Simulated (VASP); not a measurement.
Here is the system:

```xyz
2
Lattice="0.0000 2.6814 2.6814 2.6814 0.0000 2.6814 2.6814 2.6814 0.0000" Properties=species:S:1:pos:R:3 pbc="T T T"
Cu     0.0000     0.0000     0.0000
Cl     1.3407     1.3407     1.3407
```

Method: optB86b-vdW, VASP's PBE PAW potentials (set 64) (plane waves; VASP). Run with 520 eV cut-off, 10×10×10 Γ-centred mesh, tetrahedra with Blöchl corrections, potentials Cu Cl.

Predict the energy per atom (σ→0), band gap (on the k-mesh) with the smallest direct gap where there is one.

* **band gap (on the k-mesh)**: 0.58 eV
* **smallest direct gap (on the k-mesh)**: 0.58 eV
* **energy per atom (σ→0)**: -0.933 eV/atom

The compound is CuCl in the zinc blende structure. It was relaxed first.
